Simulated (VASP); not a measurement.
Energy against volume of Ru (hcp). Method: r2SCAN+rVV10, VASP's PBE PAW potentials (set 64) (plane waves; VASP). Settings: 520 eV cut-off, 15×15×9 Γ-centred mesh, first-order Methfessel-Paxton smearing of 0.10 eV, potentials Ru_pv.

Shape and ions are relaxed at each volume.

```json
[
 {"V (Å³/atom)": "12.659", "E (eV/atom)": "-25.13354"},
 {"V (Å³/atom)": "13.063", "E (eV/atom)": "-25.17869"},
 {"V (Å³/atom)": "13.467", "E (eV/atom)": "-25.19258"},
 {"V (Å³/atom)": "13.871", "E (eV/atom)": "-25.18016"}
]
```

**Question.** Fit these four points and predict the energy of the run at 14.275 Å³/atom.

**Answer.** A cubic in V^(−2/3), the third-order Birch-Murnaghan form, passes through the four points with V0 = 13.47 Å³/atom and B0 = 347 GPa, and gives -25.1455 eV/atom there. The run gave -25.1457 eV/atom, -0.1 meV/atom from the fit; all five points give B0 = 347 GPa.

The compound is Ru in the hcp structure. It was relaxed first.
